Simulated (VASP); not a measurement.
# TiC: free energy against electron temperature

Wanted: TS, pressure and Fermi level of TiC against the smearing width, on one dense mesh.

Method: PBEsol; plane waves and PAW (Ti_sv, C), in the first sound run; inputs show where later runs differ, in VASP 6.6.1.

## 1. The structure

It takes space group Fm-3m (No. 225, cubic). The conventional cell has a = 4.328 Å, b = 4.328 Å, c = 4.328 Å, α = 90.00°, β = 90.00°, γ = 90.00°. Nearest to Ti lie 6 C at 2.16 Å. Nearest to C lie 6 Ti at 2.16 Å. Farther neighbours are not listed.

As a file:

```xyz
2
Lattice="0.0000 2.1640 2.1640 2.1640 0.0000 2.1640 2.1640 2.1640 0.0000" Properties=species:S:1:pos:R:3 pbc="T T T"
Ti    0.0000    0.0000    0.0000
C     2.1640    2.1640    2.1640
```

## 2. Relax the crystal, PBEsol

The cell is relaxed and then held.

This step took 2 runs in a row; the last is shown.

Level: PBEsol; plane waves and PAW (Ti_sv, C).

The input, INCAR:

```
SYSTEM = TiC
PREC = Accurate
ENCUT = 520
EDIFF = 1E-07
NELM = 120
ISMEAR = 1
SIGMA = 0.15
LREAL = .FALSE.
ALGO = Normal
GGA = PS
NBANDS = 14
LASPH = .TRUE.
LORBIT = 11
LWAVE = .FALSE.
LCHARG = .FALSE.
KPAR = 8
IBRION = 2
NSW = 40
ISIF = 3
EDIFFG = -0.005
POTIM = 0.4
```

The input, POSCAR:

```
TiC
1.0
    0.0000000000      2.1473927129      2.1473927129
    2.1473927129      0.0000000000      2.1473927129
    2.1473927129      2.1473927129      0.0000000000
Ti C
1 1
Direct
    0.0000000000      0.0000000000      0.0000000000
    0.5000000000      0.5000000000      0.5000000000
```

The input, KPOINTS:

```
Automatic mesh
0
Gamma
17 17 17
0 0 0
```

Potentials, in the order of the species: Ti_sv and C (PBE family, release 64).

Launch:

```bash
$ mpirun -np 8 vasp_std
```

The log of the run:

```text
[banner, memory and clock lines left out]
running    8 mpi-ranks, on    1 nodes
[...]
|                                                                             |
|           W    W    AA    RRRRR   N    N  II  N    N   GGGG   !!!           |
|           W    W   A  A   R    R  NN   N  II  NN   N  G    G  !!!           |
|           W    W  A    A  R    R  N N  N  II  N N  N  G       !!!           |
|           W WW W  AAAAAA  RRRRR   N  N N  II  N  N N  G  GGG   !            |
|           WW  WW  A    A  R   R   N   NN  II  N   NN  G    G                |
|           W    W  A    A  R    R  N    N  II  N    N   GGGG   !!!           |
|                                                                             |
|     For optimal performance we recommend to set                             |
|       NCORE = 2 up to number-of-cores-per-socket                            |
|     NCORE specifies how many cores store one orbital (NPAR=cpu/NCORE).      |
|     This setting can greatly improve the performance of VASP for DFT.       |
[...]
|     You enforced a specific xc type in the INCAR file but a different       |
|     [... a line on the potential file left out ...]
|     I HOPE YOU KNOW WHAT YOU ARE DOING!                                     |
|                                                                             |

 LDA part: xc-table for (Slater+PW92), standard interpolation
 POSCAR, INCAR and KPOINTS ok, starting setup
[...]
entering main loop
       N       E                     dE             d eps       ncg     rms          rms(c)
DAV:   1     0.116082252559E+03    0.11608E+03   -0.81486E+03  4628   0.138E+03
DAV:   2    -0.172286586544E+02   -0.13331E+03   -0.12565E+03  4920   0.350E+02
DAV:   3    -0.248563349596E+02   -0.76277E+01   -0.74620E+01  6064   0.821E+01
DAV:   4    -0.251555424710E+02   -0.29921E+00   -0.29898E+00  5752   0.149E+01
[...]
DAV:  14    -0.198018236552E+02    0.24224E-06   -0.49923E-07  5756   0.915E-03    0.241E-03
DAV:  15    -0.198018235036E+02    0.15163E-06   -0.79382E-08  3994   0.415E-03    0.110E-03
DAV:  16    -0.198018235305E+02   -0.26940E-07   -0.66785E-08  2842   0.313E-03
   1 F= -.19801824E+02 E0= -.19801747E+02  d E =-.198018E+02
[...]
reached required accuracy - stopping structural energy minimisation
```

Elapsed: 13 s, on 8 MPI ranks of AMD EPYC 7R43, shared host; peak memory 1.1 GiB; 96 s of CPU time.

The logs omit lines about the potential files and the build; timing stands in the text.

OUTCAR, selected parts (step 2):

```text
  Total       -0.0030066     -0.0030066     -0.0030066      0.0000000      0.0000000     -0.0000000
  in kB       -0.2432345     -0.2432345     -0.2432345      0.0000000      0.0000000     -0.0000000
  external PRESSURE =      -0.2432345 kB  Pullay stress =       0.0000000 kB

 POSITION                                       TOTAL-FORCE (eV/Angst)
 -----------------------------------------------------------------------------------
      0.00000      0.00000      0.00000        -0.000000     -0.000000     -0.000000
      2.14739      2.14739      2.14739         0.000000      0.000000      0.000000
 -----------------------------------------------------------------------------------
    total drift:                                0.000000     -0.000000     -0.000000

  FREE ENERGIE OF THE ION-ELECTRON SYSTEM (eV)
  ---------------------------------------------------
  free  energy   TOTEN  =       -19.8018235305 eV

  energy  without entropy=      -19.8015935248  energy(sigma->0) =      -19.80174686

 reached required accuracy - stopping structural energy minimisation

[... 3 further parts left out ...]
[key lines of the parts left out:]
E-fermi :   9.5995
```

Read from the output:

| Item | Value |
| --- | --- |
| energy(sigma→0) of the program | -19.8017 eV |
| stress, compression positive | xx, yy, zz -0.02, -0.02, -0.02 GPa |
| volume | 19.805 Å³ |
| ionic steps | 1 |

## 3. Tetrahedra, PBEsol

Tetrahedra give the density of states at the Fermi level without smearing.

Level: PBEsol; plane waves and PAW (Ti_sv, C).

The input, INCAR:

```
SYSTEM = TiC
PREC = Accurate
ENCUT = 520
EDIFF = 1E-08
NELM = 100
ISMEAR = -5
SIGMA = 0.15
LREAL = .FALSE.
ALGO = Normal
GGA = PS
NBANDS = 24
LASPH = .TRUE.
LORBIT = 11
LWAVE = .FALSE.
LCHARG = .FALSE.
KPAR = 2
ISIF = 2
NEDOS = 3001
```

POSCAR is that of step 2.

The input, KPOINTS:

```
Automatic mesh
0
Gamma
30 30 30
0 0 0
```

Launch:

```bash
$ mpirun -np 2 vasp_std
```

The log of the run:

```text
[banner, memory and clock lines left out]
running    2 mpi-ranks, on    1 nodes
[...]
[... a notice as in an earlier step ...]

 LDA part: xc-table for (Slater+PW92), standard interpolation
 POSCAR, INCAR and KPOINTS ok, starting setup
[...]
entering main loop
       N       E                     dE             d eps       ncg     rms          rms(c)
DAV:   1     0.124369071780E+03    0.12437E+03   -0.66133E+03 36808   0.800E+02
DAV:   2    -0.177419367759E+02   -0.14211E+03   -0.13068E+03 39480   0.247E+02
DAV:   3    -0.250544672929E+02   -0.73125E+01   -0.72141E+01 45448   0.547E+01
DAV:   4    -0.251625593263E+02   -0.10809E+00   -0.10806E+00 39744   0.669E+00
[...]
DAV:  16    -0.198022138348E+02   -0.49904E-07   -0.21305E-08 46896   0.186E-03    0.708E-04
DAV:  17    -0.198022137695E+02    0.65272E-07   -0.45507E-09 32088   0.665E-04    0.298E-04
DAV:  18    -0.198022137628E+02    0.67457E-08   -0.13563E-09 20016   0.196E-04
   1 F= -.19802214E+02 E0= -.19802214E+02  d E =0.000000E+00
|                                                                             |
|           W    W    AA    RRRRR   N    N  II  N    N   GGGG   !!!           |
|           W    W   A  A   R    R  NN   N  II  NN   N  G    G  !!!           |
|           W    W  A    A  R    R  N N  N  II  N N  N  G       !!!           |
|           W WW W  AAAAAA  RRRRR   N  N N  II  N  N N  G  GGG   !            |
|           WW  WW  A    A  R   R   N   NN  II  N   NN  G    G                |
|           W    W  A    A  R    R  N    N  II  N    N   GGGG   !!!           |
|                                                                             |
|     Tetrahedron method does not include variations of the Fermi             |
|     occupations, so forces and stress will be inaccurate. We suggest        |
|     using a different smearing scheme ISMEAR = 1 or 2 for metals in         |
|     relaxations.                                                            |
|                                                                             |
```

It took 4.1 min on 2 MPI ranks; peak memory 0.74 GiB.

Parts of OUTCAR (step 3):

```text
  Total       -0.0044010     -0.0044010     -0.0044010     -0.0000000      0.0000000     -0.0000000
  in kB       -0.3560354     -0.3560354     -0.3560354     -0.0000000      0.0000000     -0.0000000
  external PRESSURE =      -0.3560354 kB  Pullay stress =       0.0000000 kB

 POSITION                                       TOTAL-FORCE (eV/Angst)
 -----------------------------------------------------------------------------------
      0.00000      0.00000      0.00000         0.000000      0.000000     -0.000000
      2.14739      2.14739      2.14739        -0.000000     -0.000000      0.000000
 -----------------------------------------------------------------------------------
    total drift:                                0.000000     -0.000000     -0.000000

  FREE ENERGIE OF THE ION-ELECTRON SYSTEM (eV)
  ---------------------------------------------------
  free  energy   TOTEN  =       -19.8022137628 eV

  energy  without entropy=      -19.8022137628  energy(sigma->0) =      -19.80221376

[... 1 part as in an earlier step ...]

[... 2 further parts left out ...]
[key lines of the parts left out:]
E-fermi :   9.6126
```

Numbers from this step:

| Property | Result |
| --- | --- |
| energy(sigma→0) of the program | -19.8022 eV |

The run ends at a pressure of -0.04 GPa.

## 4. Electron temperature, PBEsol

One member in full: SIGMA = 0.3 eV.

Level: PBEsol; plane waves and PAW (Ti_sv, C).

INCAR: that of step 3 with these lines changed.

```diff
@@ -5,4 +5,4 @@
 NELM = 100
-ISMEAR = -5
-SIGMA = 0.15
+ISMEAR = -1
+SIGMA = 0.3
 LREAL = .FALSE.
@@ -17,2 +17 @@
 ISIF = 2
-NEDOS = 3001
```

POSCAR is that of step 3.

KPOINTS is that of step 3.

Launch:

```bash
$ mpirun -np 2 vasp_std
```

The log of the run:

```text
[... set-up lines as in an earlier step ...]
 entering main loop
       N       E                     dE             d eps       ncg     rms          rms(c)
DAV:   1     0.124291972745E+03    0.12429E+03   -0.66133E+03 36808   0.800E+02
DAV:   2    -0.177523636947E+02   -0.14204E+03   -0.13058E+03 39480   0.247E+02
DAV:   3    -0.250632008932E+02   -0.73108E+01   -0.72117E+01 45448   0.547E+01
DAV:   4    -0.251712756314E+02   -0.10807E+00   -0.10804E+00 39744   0.669E+00
[...]
DAV:  17    -0.198562151183E+02    0.40705E-07   -0.36046E-09 30400   0.588E-04    0.276E-04
DAV:  18    -0.198562151068E+02    0.11537E-07   -0.12323E-09 19696   0.196E-04    0.308E-05
DAV:  19    -0.198562151107E+02   -0.39870E-08   -0.80370E-11 19856   0.558E-05
   1 F= -.19856215E+02 E0= -.19792698E+02  d E =-.127034E+00
```

Run time: 4.1 min. Hardware: 2 MPI ranks; peak memory 0.69 GiB; 8.1 min of CPU time.

From OUTCAR (step 4):

```text
  LATTYP: Found a face centered cubic cell.
 ALAT       =     4.2947854258

 Subroutine GETGRP returns: Found 48 space group operations
 (whereof 48 operations were pure point group operations)

The static configuration has the point symmetry O_h .

 Found    752 irreducible k-points:

   dimension x,y,z NGX =    24 NGY =   24 NGZ =   24
   dimension x,y,z NGXF=    48 NGYF=   48 NGZF=   48

   ENCUT  =  520.0 eV  38.22 Ry    6.18 a.u.   5.65  5.65  5.65*2*pi/ulx,y,z

   NELECT =      16.0000    total number of electrons

 E-fermi :   9.5872

 k-point     1 :       0.0000    0.0000    0.0000
  band No.  band energies     occupation
      1     -46.6343      2.00000
      2     -22.7479      2.00000
      3     -22.7479      2.00000
      4     -22.7479      2.00000
      5      -2.8891      2.00000
      6      10.2860      0.17744
      7      10.2860      0.17744
      8      10.2860      0.17744
      9      11.3292      0.00600
     10      11.3292      0.00600
    ...

 k-point     2 :       0.0333    0.0000    0.0000
  band No.  band energies     occupation
      1     -46.6334      2.00000
      2     -22.7543      2.00000
      3     -22.7485      2.00000
      4     -22.7485      2.00000
      5      -2.8628      2.00000
      6      10.1374      0.27557
      7      10.2547      0.19506
      8      10.2547      0.19506
      9      10.8901      0.02567
     10      10.8901      0.02567
    ...

  Total        0.0575592      0.0575592      0.0575592     -0.0000000      0.0000000      0.0000000
  in kB        4.6565109      4.6565109      4.6565109     -0.0000000      0.0000000      0.0000000
  external PRESSURE =       4.6565109 kB  Pullay stress =       0.0000000 kB

 POSITION                                       TOTAL-FORCE (eV/Angst)
 -----------------------------------------------------------------------------------
      0.00000      0.00000      0.00000         0.000000      0.000000      0.000000
      2.14739      2.14739      2.14739        -0.000000     -0.000000     -0.000000
 -----------------------------------------------------------------------------------
    total drift:                                0.000000     -0.000000     -0.000000

  FREE ENERGIE OF THE ION-ELECTRON SYSTEM (eV)
  ---------------------------------------------------
  free  energy   TOTEN  =       -19.8562151107 eV

  energy  without entropy=      -19.7291811993  energy(sigma->0) =      -19.79269816

 total charge
# of ion       s       p       d       tot
------------------------------------------
    1        2.206   6.262   1.997  10.466
    2        0.894   1.504   0.000   2.397
--------------------------------------------------
tot          3.100   7.766   1.997  12.863

[... 2 parts as in an earlier step ...]

[... 7 further parts left out ...]
```

This run gave:

* energy(sigma→0) of the program: -19.7927 eV
* stress, compression positive: xx, yy, zz 0.47, 0.47, 0.47 GPa

The run ends at a pressure of 0.47 GPa.

## 5. The table

The other members went through these steps as far as the tables show, on the same mesh; 7 runs are not shown. The session took 1.1 core hours (wall time by ranks) on a shared machine.

```tsv
width kT (eV)	temperature (K)	free energy less that of the narrowest width (meV/atom)	TS (meV/atom)	pressure (GPa)	shift of the Fermi level (eV)
0.025	290	0.000	0.292	-0.026	0.000
0.050	580	-0.447	1.204	-0.019	0.000
0.075	870	-1.206	2.758	-0.009	-0.002
0.100	1160	-2.294	5.047	0.002	-0.004
0.150	1741	?	?	0.050	-0.009
0.200	2321	-10.559	23.718	0.133	-0.012
0.300	3481	-26.842	63.517	0.466	-0.015
```

## 6. The Sommerfeld expansion

At low temperature TS = (π²/3) g (kT)², so TS, twice the difference of energy(sigma→0) and the free energy, over (π²/3)(kT)² is an effective density of states: 0.142, 0.146, 0.149, 0.153, 0.180, 0.215 states/eV/atom in the rows shown.

A least-squares parabola through the 6 rows shown, with σ the width in eV: g = 0.5040 σ² + 0.1008 σ + 0.1392 (states/eV/atom), r.m.s. residual 6.3e-4 states/eV/atom.

For the withheld row, σ = 0.15, the fit gives 0.166 states/eV/atom.

## 7. The withheld row

The calculation gives 0.166 states/eV/atom, so the prediction is right to the last digit shown.

The parabola in σ is an empirical guide, not the expansion itself. Tetrahedra give g = 0.140 states/eV/atom at the Fermi level, the limit that the series should reach at zero width.

## 8. Summary of results

```yaml
density_of_states_at_the_fermi_level_tetrahedra: 0.14 states/eV/atom
sommerfeld_coefficient_from_it: 0.33 mJ per mole of atoms and K²
pressure_at_the_widest_setting: 0.47 GPa
error_of_the_predicted_g: 0.000 states/eV/atom
```

**Reading.** Against the tetrahedron value, the effective density of states stands at +2 % at 0.025 eV, +5 % at 0.05 eV, +10 % at 0.1 eV, +54 % at 0.3 eV. At the widest setting the states within reach are denser than those at the Fermi level. The bare coefficient lacks the electron-phonon enhancement of measured heat capacities.

[Lines on the potential files, build, host, timing and source positions are cut from VASP's logs without a mark.]

[Logs are printed without paths, hosts, clocks, repeated set-up lines and the standing remarks that a program may print on its own settings, such as how far it seeks lower states.]

[Hosts, paths, dates, database ids (printed as entryN), source tags and the programs' standing remarks are cut or masked in the printed files.]
